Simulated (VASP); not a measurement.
# A few sheets of SrPb2N2 in VASP, part 2 of 3

Aim: model a few sheets of SrPb2N2 by a slab and find how far its highest filled level lies below the vacuum.

VASP 6.6.1; LDA; plane waves and PAW (Pb, N, Sr_sv).

So far. Step 2 (Relaxing the slab): The run ended after 37 ionic steps, 0.084 eV below its first step, once the forces on the free atoms met EDIFFG = -0.03.

**3. Vacuum level and density of states**

A static run writes the electrostatic potential without exchange and correlation (LVHAR), which is flat in the vacuum and gives the level to count from. The dipole correction cancels the field that unlike faces would set up across the vacuum.

The input, INCAR:

```
SYSTEM = SrPb2N2
PREC = Normal
ENCUT = 400
EDIFF = 1E-06
NELM = 120
ISMEAR = 0
SIGMA = 0.05
LREAL = .FALSE.
ALGO = Fast
GGA = CA
NBANDS = 52
LORBIT = 11
LWAVE = .TRUE.
LCHARG = .TRUE.
IDIPOL = 3
LDIPOL = .TRUE.
DIPOL = 0.5 0.5 0.5
LVHAR = .TRUE.
LVACPOTAV = .TRUE.
LELF = .TRUE.
NEDOS = 1500
```

The input, POSCAR:

```
SrPb2N2
1.0
    3.5824279520      0.0000000000      0.0000000000
   -1.7912139760      3.1024736130      0.0000000000
    0.0000000000      0.0000000000     30.2923229587
Pb N Sr
4 4 2
Direct
    0.3333333330      0.6666666670      0.7404724685
    0.6666666670      0.3333333330      0.5534455013
    0.3333333330      0.6666666670      0.4465544987
    0.6666666670      0.3333333330      0.2595275315
    0.6666666670      0.3333333330      0.6989646626
    0.3333333330      0.6666666670      0.5948428478
    0.6666666670      0.3333333330      0.4051571522
    0.3333333330      0.6666666670      0.3010353374
    0.0000000000      0.0000000000      0.6469047834
    0.0000000000      0.0000000000      0.3530952166
```

The input, KPOINTS:

```
Automatic mesh
0
Gamma
9 9 1
0 0 0
```

The input, KPOINTS_OPT:

```
Line mode
14
Line-mode
Reciprocal
  0.00000000   0.00000000   0.00000000 GAMMA
  0.50000000   0.00000000   0.00000000 M

  0.50000000   0.00000000   0.00000000 M
  0.33333333   0.33333333   0.00000000 K

  0.33333333   0.33333333   0.00000000 K
  0.00000000   0.00000000   0.00000000 GAMMA
```

The projector-augmented-wave data sets are Pb, N and Sr_sv (LDA family, release 64).

Run with:

```
$ mpirun -np 4 vasp_std
```

What it wrote:

```text
[banner, memory and clock lines left out]
running    4 mpi-ranks, on    1 nodes
 distrk:  each k-point on    4 cores,    1 groups
 distr:  one band on    1 cores,    4 groups

 POSCAR found type information on POSCAR PbN Sr
 POSCAR found :  3 types and      10 ions
 LDA part: xc-table for (Slater(with rela. corr.)+CA(PZ))
 , standard interpolation
 POSCAR, INCAR and KPOINTS ok, starting setup
 FFT: planning ... GRIDC
 FFT: planning ... GRID_SOFT
 FFT: planning ... GRID
 WAVECAR not read
 entering main loop
       N       E                     dE             d eps       ncg     rms          rms(c)
DAV:   1     0.347305082562E+03    0.34731E+03   -0.19671E+04  1272   0.721E+02
DAV:   2    -0.200445039067E+02   -0.36735E+03   -0.34243E+03  1592   0.200E+02
DAV:   3    -0.708632111794E+02   -0.50819E+02   -0.49439E+02  1728   0.668E+01
DAV:   4    -0.731579865946E+02   -0.22948E+01   -0.22798E+01  1968   0.141E+01
DAV:   5    -0.732739618869E+02   -0.11598E+00   -0.11592E+00  1944   0.228E+00    0.476E+01
RMM:   6    -0.621072186011E+02    0.11167E+02   -0.28190E+01  1356   0.127E+01    0.288E+01
RMM:   7    -0.602314679996E+02    0.18758E+01   -0.79010E+00  1409   0.799E+00    0.174E+01
RMM:   8    -0.594649592902E+02    0.76651E+00   -0.10554E+00  1699   0.354E+00    0.685E+00
RMM:   9    -0.594002941653E+02    0.64665E-01   -0.15529E-01  1909   0.102E+00    0.142E+00
RMM:  10    -0.593978378246E+02    0.24563E-02   -0.90965E-02  1960   0.749E-01    0.160E+00
RMM:  11    -0.593951118883E+02    0.27259E-02   -0.28136E-02  2124   0.385E-01    0.648E-01
RMM:  12    -0.593953195043E+02   -0.20762E-03   -0.11561E-02  2134   0.249E-01    0.254E-01
RMM:  13    -0.593964779645E+02   -0.11585E-02   -0.45530E-03  2210   0.137E-01    0.166E-01
RMM:  14    -0.593971504632E+02   -0.67250E-03   -0.22195E-03  2246   0.845E-02    0.670E-02
RMM:  15    -0.593980041633E+02   -0.85370E-03   -0.72805E-04  2290   0.592E-02    0.387E-02
RMM:  16    -0.593983205875E+02   -0.31642E-03   -0.35448E-04  2324   0.359E-02    0.166E-02
RMM:  17    -0.593986256243E+02   -0.30504E-03   -0.16067E-04  2294   0.252E-02    0.192E-02
RMM:  18    -0.593986908853E+02   -0.65261E-04   -0.78719E-05  2201   0.170E-02    0.302E-03
RMM:  19    -0.593987212535E+02   -0.30368E-04   -0.34953E-05  2052   0.117E-02    0.425E-03
WARNING in EDDRMM: call to ZHEGV failed, returncode =   6  3      6
RMM:  20    -0.593987336913E+02   -0.12438E-04   -0.16026E-05  1985   0.818E-03    0.254E-03
RMM:  21    -0.593987535217E+02   -0.19830E-04   -0.80508E-06  1876   0.597E-03    0.229E-03
RMM:  22    -0.593987665707E+02   -0.13049E-04   -0.44561E-06  1733   0.452E-03    0.179E-03
RMM:  23    -0.593987744179E+02   -0.78472E-05   -0.21416E-06  1538   0.331E-03    0.180E-03
RMM:  24    -0.593987763844E+02   -0.19666E-05   -0.10615E-06  1368   0.258E-03    0.166E-03
RMM:  25    -0.593987782493E+02   -0.18649E-05   -0.89844E-07  1353   0.216E-03    0.165E-03
RMM:  26    -0.593987785311E+02   -0.28181E-06   -0.47587E-07  1176   0.175E-03
|                                                                             |
|           W    W    AA    RRRRR   N    N  II  N    N   GGGG   !!!           |
|           W    W   A  A   R    R  NN   N  II  NN   N  G    G  !!!           |
|           W    W  A    A  R    R  N N  N  II  N N  N  G       !!!           |
|           W WW W  AAAAAA  RRRRR   N  N N  II  N  N N  G  GGG   !            |
|           WW  WW  A    A  R   R   N   NN  II  N   NN  G    G                |
|           W    W  A    A  R    R  N    N  II  N    N   GGGG   !!!           |
|                                                                             |
|     Did not find any points to average over, which means that no vacuum     |
|     field-free region was found. Please increase the size of  your cell     |
|     in the dimension of the dipole correction to obtain accurate            |
|     workfunction values.                                                    |
|                                                                             |

   1 F= -.59398779E+02 E0= -.59398779E+02  d E =-.874850E-12
 Start KPOINTS_OPT (optional k-point list driver)
k-point batch [1-12\42]
       N       E                     dE             ncg
DAV:   1    -0.133060392376E+04   -0.82000E+04     1264
DAV:   2    -0.536033947669E+04   -0.40297E+04     1584
DAV:   3    -0.588479809277E+04   -0.52446E+03     1764
DAV:   4    -0.591182506642E+04   -0.27027E+02     2000
DAV:   5    -0.591260465340E+04   -0.77959E+00     1808
DAV:   6    -0.591261971604E+04   -0.15063E-01     1808
DAV:   7    -0.591262003739E+04   -0.32135E-03     1888
DAV:   8    -0.591262004510E+04   -0.77102E-05     1704
DAV:   9    -0.591262004531E+04   -0.20408E-06     1296
[...]
k-point batch [37-42\42]
       N       E                     dE             ncg
DAV:   1     0.698662567655E+04   -0.16219E+04      624
DAV:   2     0.488985151759E+04   -0.20968E+04      796
DAV:   3     0.461716805616E+04   -0.27268E+03      832
DAV:   4     0.460278941097E+04   -0.14379E+02     1080
DAV:   5     0.460254651023E+04   -0.24290E+00      864
DAV:   6     0.460254225408E+04   -0.42561E-02      896
DAV:   7     0.460254207828E+04   -0.17580E-03      944
DAV:   8     0.460254207424E+04   -0.40377E-05      832
DAV:   9     0.460254207411E+04   -0.13893E-06      648
 writing wavefunctions
```

Wall time 51 s (4 MPI ranks of Intel Xeon 6975P-C (Granite Rapids), shared host); peak memory 0.77 GiB; 3.3 min of CPU time.

From OUTCAR (step 3):

```text
The static configuration has the point symmetry D_3d.

 Found     12 irreducible k-points:

   k-points           NKPTS =     12   k-points in BZ     NKDIM =     12   number of bands    NBANDS=     52

   NELECT =      56.0000    total number of electrons

 dipolmoment           0.000000      0.000000      0.000000 electrons x Angstroem

 E-fermi :   0.6996

 k-point     1 :       0.0000    0.0000    0.0000
  band No.  band energies     occupation
    ...
     24      -0.3450      2.00000
     25      -0.3408      2.00000
     26      -0.3404      2.00000
     27      -0.1184      2.00000
     28       0.4737      2.00000
     29       1.2565      0.00000
     30       1.8075      0.00000
     31       1.9955      0.00000
     32       3.8150      0.00000
     33       4.6450      0.00000
    ...

 k-point     2 :       0.1111   -0.0000    0.0000
  band No.  band energies     occupation
    ...
     24      -0.4822      2.00000
     25      -0.4739      2.00000
     26      -0.4083      2.00000
     27       0.0475      2.00000
     28       0.4630      2.00000
     29       1.9113      0.00000
     30       2.1990      0.00000
     31       2.2533      0.00000
     32       4.0296      0.00000
     33       4.7830      0.00000
    ...

  Total       -5.8574284     -5.8574284     -1.7707191      0.0000000      0.0000000      0.0000000
  in kB      -27.8740086    -27.8740086     -8.4264009      0.0000000      0.0000000      0.0000000
  external PRESSURE =     -21.3914727 kB  Pullay stress =       0.0000000 kB

 POSITION                                       TOTAL-FORCE (eV/Angst)
 -----------------------------------------------------------------------------------
     -0.00000      2.06832     22.43063         0.000000     -0.000000     -0.000861
      1.79121      1.03416     16.76515        -0.000000     -0.000000      0.000808
     -0.00000      2.06832     13.52717         0.000000     -0.000000     -0.000808
      1.79121      1.03416      7.86169        -0.000000      0.000000      0.000861
      1.79121      1.03416     21.17326         0.000000     -0.000000      0.002703
     -0.00000      2.06832     18.01917         0.000000     -0.000000     -0.000124
      1.79121      1.03416     12.27315        -0.000000      0.000000      0.000124
     -0.00000      2.06832      9.11906        -0.000000     -0.000000     -0.002703
      0.00000      0.00000     19.59625         0.000000     -0.000000      0.003271
      0.00000      0.00000     10.69607         0.000000     -0.000000     -0.003271
 -----------------------------------------------------------------------------------
    total drift:                               -0.000000      0.000000     -0.000000

  FREE ENERGIE OF THE ION-ELECTRON SYSTEM (eV)
  ---------------------------------------------------
  free  energy   TOTEN  =       -59.3987785311 eV

  energy  without entropy=      -59.3987785311  energy(sigma->0) =      -59.39877853

 vacuum level on the upper side and lower side of the slab         5.000         5.000

 total charge
# of ion       s       p       d       tot
------------------------------------------
    1        1.725   1.399   0.155   3.278
    2        1.724   1.413   0.164   3.301
    3        1.724   1.413   0.164   3.301
    4        1.725   1.399   0.155   3.278
    5        1.274   2.264   0.000   3.538
    6        1.277   2.262   0.000   3.539
    7        1.277   2.262   0.000   3.539
    8        1.274   2.264   0.000   3.538
    9        2.025   5.795   0.317   8.137
   10        2.025   5.795   0.317   8.137
--------------------------------------------------
tot         16.048  26.266   1.271  43.585

[... 6 parts as in an earlier step ...]

[... 6 further parts left out ...]
```

Numbers from this step:

| Property | Result |
| --- | --- |
| electronic cycles | 26 |
| Fermi energy | 0.6996 eV |
| least gap on mesh and path | 0.7564 eV |
| least direct gap on mesh and path | 0.7828 eV |
| vacuum levels | 5.024, 5.024 eV |
| ionisation potentials of the upper and lower face | 4.524, 4.524 eV |
| electron affinities of the upper and lower face | 3.767, 3.767 eV |

Electronic bands along the path, in eV, zero at the valence-band top; v1 is the highest filled band, c1 the lowest empty one:

```
          point     v4     v3     v2     v1    c1    c2    c3    c4
              Γ  -0.84  -0.84  -0.62  -0.03  0.76  1.31  1.50  3.31
0.54 of the way  -1.29  -0.98  -0.74  -0.24  1.93  2.32  2.55  3.03
              M  -1.62  -1.61  -0.76  -0.73  1.17  1.54  1.60  2.16
0.46 of the way  -1.41  -1.33  -0.91  -0.90  1.48  1.93  1.96  2.57
              K  -1.24  -1.24  -1.14  -1.14  1.61  2.37  2.42  3.19
0.46 of the way  -1.08  -0.85  -0.85  -0.45  2.40  2.73  2.80  2.96
              Γ  -0.84  -0.84  -0.62  -0.03  0.76  1.31  1.50  3.31
```

Of the projections kept (Pb, N, Sr), the largest for each band there; the rest of the weight can lie on other orbitals:

```
point       v4       v3       v2       v1       c1       c2       c3       c4
    Γ   N 0.82   N 0.82   N 0.62   N 0.72  Pb 0.68  Pb 0.60  Pb 0.56  Pb 0.77
    M   N 0.66  Pb 0.57  Pb 0.54   N 0.51  Pb 0.48  Pb 0.51  Pb 0.50  Pb 0.54
    K  Pb 0.55  Pb 0.55  Pb 0.57  Pb 0.57  Pb 0.57  Pb 0.60  Pb 0.57  Pb 0.59
    Γ   N 0.82   N 0.82   N 0.62   N 0.72  Pb 0.68  Pb 0.60  Pb 0.56  Pb 0.77
```

The density of states has structure finer than the step of the table below, so its rows give means over 1 eV, whole bins alone (the curve runs from -12.0 to 8.64 eV). Peaks (eV: height): total -7.2: 14.0, -2.2: 13.0, -2.0: 12.8, 6.1: 14.2; Pb s -7.6: 6.82, -7.4: 9.38; Pb p -3.4: 3.25, 4.4: 3.02, 5.2: 3.32, 6.1: 4.57; Pb d 2.3: 0.509, 3.2: 0.547, 4.4: 0.641, 8.4: 0.555; N s -11.9: 4.37, -7.2: 1.63.

Means over bins of 0.095 eV. Table of density of states by energy, zero at the valence-band top; means over each step; 7 of 8 lines; values in states/eV/cell:

```
energy (eV)   total     Pb s    Pb p     Pb d      N s     N p     Sr p
         -9       0        0       0        0        0       0        0
         -8    2.09     1.32  0.0563   0.0131    0.175   0.114   0.0117
         -7    5.88     3.84  0.0972   0.0323    0.506   0.365   0.0495
         -6  0.0147  0.00813  1.5e-4   1.0e-4  0.00269  7.1e-4   8.2e-5
         -5       0        0       0        0        0       0        0
         -4   0.325  0.00599   0.106  0.00501  0.00186  0.0818  0.00143
         -3    6.54   0.0944    1.90    0.109   0.0500    1.87    0.102
         -2    8.14   0.0991    1.46    0.243   0.0295    3.21    0.112
         -1    7.94    0.527    1.39    0.129  0.00884    2.89    0.120
          0    1.04   0.0898   0.117   0.0118  0.00445   0.433   0.0148
          1   0.604   0.0389   0.132   0.0300   0.0332   0.115  0.00759
          2    4.93    0.224    1.16    0.319    0.153   0.924   0.0517
          3    4.61    0.165   0.997    0.273   0.0870   0.744   0.0336
          4    7.02    0.157    1.73    0.334    0.137   0.882   0.0455
          5    6.87    0.112    1.77    0.241   0.0889   0.599   0.0481
          6    8.18   0.0595    2.46    0.222   0.0548   0.625   0.0577
          7    5.46   0.0276    1.30    0.198   0.0219   0.363   0.0455
          8    3.84   0.0252   0.195    0.257   0.0268   0.244   0.0434
```

The planar average of the electrostatic potential oscillates, so the rows of the table below give means over windows of 1 Å about each position, cut where the curve ends. Its maxima inside the range that stand out by 2 % of the span (Å: eV): 9.7: -1.02, 11.6: -1.01, 15.1: 2.95, 18.7: -1.01, 20.6: -1.02. Its minima: 7.9: -9.50, 10.7: -5.71, 13.5: -9.47, 16.8: -9.47, 19.6: -5.71, 22.4: -9.50.

Zero at the Fermi level. Table of planar average of the electrostatic potential by height; means over each step:

```
height (Å)  planar average of the electrostatic potential (eV)
         0                                                4.32
         1                                                4.32
         2                                                4.32
         3                                                4.32
         4                                                4.32
         5                                                4.28
         6                                                3.77
         7                                               -2.33
         8                                               -8.57
         9                                               -4.78
        10                                               -2.67
        11                                               -4.31
        12                                               -2.94
        13                                               -7.38
        14                                               -6.33
        15                                                2.18
        16                                               -3.40
        17                                               -8.33
        18                                               -4.32
        19                                               -3.03
        20                                               -3.90
        21                                               -3.40
        22                                               -7.77
        23                                               -5.45
        24                                                3.09
        25                                                4.23
        26                                                4.32
        27                                                4.32
        28                                                4.32
        29                                                4.32
        30                                                4.32
```

Density of states in the PAW spheres, an atom over height of the layer and energy from the Fermi level.

Ten even steps from '0' (0.00 states/eV) to '9' (2.64 states/eV), each cell a mean:
```
0000000000
0000000000
0001001000
1101111011
2302112032
1203113021
1303113031
2303223032
1101111011
2201111022
1101111011
0000000000
0000000000
0000000000
0000000000
0000000000
0000000000
0000000000
0000000000
0000220000
9200330029
2001551002
```
Columns: height of the layer (Å) from 7.9 to 22.4 (not evenly spaced); rows upwards: energy from the Fermi level (eV) from -7.9 to 0.5.

Electrostatic potential energy in the ca plane at fractional y = 0.333, with atoms of Pb and N within 0.2 Å of it. With pseudopotentials it is smooth inside the atoms' cores, unlike the true potential.

Ten even steps from '0' (-32 eV) to '9' (5 eV), each cell a mean:
```
99999999999999743347999888999898889999863235
99999999999998410014799999982269999999631002
99999999999997300002699999940018999999510000
99999999999997310003799999960028999999620001
99999999999998631125899889997689999999742113
99999999999999865568998878899998778999976557
99999999999999998999998766789975457999999899
99999999999999999999998766789975457999999999
99999999999999987789998777889986568999998788
```
Columns run along c (16.0 Å, from fractional 0.06 to 0.59 of the cell; values clipped at the 3rd and 97th percentile), rows up along a (3.6 Å). Atoms in or near the plane, at fractional coordinates: Pb at (0.55, 0.67), Pb at (0.26, 0.67), N at (0.41, 0.67).

Valence density in the ca plane at fractional y = 0.333, with atoms of Pb and N within 0.2 Å of it. It is the smooth field of the valence electrons, not physical close to the nuclei.

Ten steps, logarithmic in the rise over the least value, from '0' (0.0 e/Å³) to '9' (3.4 e/Å³), each cell a mean:
```
00000000000012344444332233345654332222344444
00000000000123444334322223468875322123444334
00000000000123443233321123589996421123443223
00000000000123443233321123579986422123444333
00000000000013444444322223457765332222344444
00000000000012334444433333344444333222234444
00000000000001223344444455433333443321222334
00000000000001122334444555432333443321122334
00000000000011233344443444333344443222233334
```
Columns run along c (16.0 Å, from fractional 0.06 to 0.59 of the cell), rows up along a (3.6 Å). Atoms in or near the plane, at fractional coordinates: Pb at (0.55, 0.67), Pb at (0.26, 0.67), N at (0.41, 0.67).

ELF in the ca plane at fractional y = 0.333, with atoms of Pb and N within 0.2 Å of it. It is the smooth field of the valence electrons, not physical close to the nuclei.

Values, 5 rows by 16 columns, each cell a mean:
```
0.25 0.73 0.51 0.24 0.31 0.90 0.76 0.31 0.07 0.29 0.74 0.48 0.27 0.12 0.05 0.00
0.55 0.59 0.63 0.10 0.45 0.96 0.90 0.38 0.07 0.61 0.57 0.60 0.09 0.07 0.03 0.00
0.27 0.74 0.52 0.22 0.32 0.91 0.77 0.33 0.07 0.31 0.75 0.49 0.26 0.16 0.06 0.00
0.28 0.23 0.49 0.74 0.23 0.35 0.36 0.42 0.22 0.25 0.25 0.51 0.80 0.50 0.16 0.00
0.29 0.20 0.50 0.77 0.23 0.30 0.34 0.44 0.23 0.27 0.22 0.53 0.83 0.53 0.17 0.00
```
Columns run along c (16.0 Å, from fractional 0.36 to 0.88 of the cell), rows up along a (3.6 Å). Atoms in or near the plane, at fractional coordinates: Pb at (0.55, 0.67), N at (0.70, 0.67), N at (0.41, 0.67).

The map of layer states is cut here 0.5 eV above the Fermi level, so it leaves out the states above that.

The vacuum level lies 4.52 eV above the highest filled level at the upper face; both faces agree, as the slab has next to no dipole.

The program found no field-free point at its default tolerance, and its printed vacuum level lies off the flat part of the planar average, by -0.02 eV at the upper face; the levels here are read from the flat part.

[end of part 2 of 3]

[Lines on the potential files, build, host, timing and source positions are cut from VASP's logs without a mark.]

[Logs are printed without paths, hosts, clocks, repeated set-up lines and the standing remarks that a program may print on its own settings, such as how far it seeks lower states.]

[Hosts, paths, dates, database ids (printed as entryN), source tags and the programs' standing remarks are cut or masked in the printed files.]

[In band tables of VASP the shares of atoms and orbitals are scaled to a sum of 1 inside the atoms' spheres.]

[Runs that stopped without an error message from VASP are left out.]
